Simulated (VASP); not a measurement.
Given:

```
CELL_PARAMETERS angstrom
      0.00000     2.91477     2.91477
      2.91477     0.00000     2.91477
      2.91477     2.91477     0.00000
ATOMIC_POSITIONS crystal
  Ag 0.00000 0.00000 0.00000
  Br 0.50000 0.50000 0.50000
```

Method: PBE GGA, VASP's PBE PAW potentials (set 64) (plane waves; VASP). Run with 480 eV cut-off, 8×8×8 Γ-centred mesh, Gaussian smearing of 0.050 eV, potentials Ag Br.

Q: What does the run give for the energy per atom (σ→0), band gap (on the k-mesh) with the smallest direct gap where there is one?

A: 
| Quantity | Result |
|---|---|
| band gap (on the k-mesh) | 0.69 eV |
| smallest direct gap (on the k-mesh) | 2.46 eV |
| energy per atom (σ→0) | -2.500 eV/atom |

Total energies compare only between runs with the same potentials, cut-off and functional.

The compound is AgBr in the rock salt structure. It was relaxed first.
